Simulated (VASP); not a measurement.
An input for Ansatz (written as the equivalent of a VASP run, and not itself run):

Ansatz 0.2 input:
```yaml
crystal:
  lattice:
    - [0.0000000, 2.7771790, 2.7964100]
    - [2.7786350, 0.0000000, 2.7964100]
    - [2.7786350, 2.7771790, 0.0000000]
  atoms:
    - { symbol: Ge, position: [0.0000000, 0.0000000, 0.0000000] }
    - { symbol: Ge, position: [0.2455660, 0.2544340, 0.2544340] }
kpoints:
  mp_grid: { grid: [7, 7, 7] }
hamiltonian:
  xc: pbe
  pseudopotentials: { kind: paw }
scf:
  occupations: { method: gaussian, width: 0.05 }
  max_iter: 100
output: { forces: true, stress: true, eigenvalues: true }
```

Task: Translate this input to VASP (INCAR, KPOINTS, POSCAR, choice of POTCAR).

Result: Several could match; the one computed here: 
KPOINTS:
```
Automatic
0
gamma
 7 7 7
```

**INCAR**
```
BMIX = 3.0
LCHARG = .FALSE.
LMAXMIX = 4
PREC = Accurate
LASPH = .TRUE.   ! aspherical one-centre terms
SIGMA = 0.05
ISMEAR = 0   ! Gaussian
EDIFF = 1E-6   ! SCF stop (eV)
ISIF = 2   ! forces and stress, cell fixed
IMIX = 1
SYSTEM = Ge
GGA = PE
ENCUT = 400
ALGO = Normal   ! blocked Davidson
AMIX = 0.6
NELM = 100   ! most electronic steps
LWAVE = .FALSE.
LREAL = .FALSE.   ! projection in real space or not
```

### POSCAR
```
Ge
1
    0.0000000000     2.7771790000     2.7964100000
    2.7786350000     0.0000000000     2.7964100000
    2.7786350000     2.7771790000     0.0000000000
Ge
2
Direct
  0.0000000000   0.0000000000   0.0000000000
  0.2455660000   0.2544340000   0.2544340000
```

POTCAR, in this order: Ge_d (PBE.64 set). Program: vasp_std.

The two are equivalent in intent, not identical: each code has its own PAW files, so the cut-off isn't converted (ENCUT is set for VASP's; basis.ecutwfc is left out, and Ansatz then takes the one that its files recommend); Ansatz stops its SCF on the density residual and VASP on the energy change (EDIFF).

The compound is Ge in the diamond structure. The cell was not relaxed at this level, atoms are displaced from their ideal sites. The run is one of a series of settings (AMIX = 0.6, BMIX = 3.0, IMIX = 1 against the base run), some of them coarse on purpose.
